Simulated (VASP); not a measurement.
Given:

```
CdF2
1.0
    0.00000     2.84672     2.84672
    2.84672     0.00000     2.84672
    2.84672     2.84672     0.00000
Cd F
1 2
Direct
  0.00000   0.00000   0.00000
  0.25000   0.25000   0.25000
  0.75000   0.75000   0.75000
```

Level of theory: RPBE GGA, VASP's PBE PAW potentials (set 64) (plane waves; VASP). Run with 520 eV cut-off, 7×7×7 Γ-centred mesh, Gaussian smearing of 0.050 eV, potentials Cd F.

**Question.** Predict the energy per atom (σ→0), pressure.

**Answer.** 
```
Item                            Value
---------------------  --------------
energy per atom (σ→0)  -3.336 eV/atom
pressure                    -4.08 GPa
```

The compound is CdF2 in the fluorite structure. This cell is one point of a volume scan, at 1.06 of the reference volume.
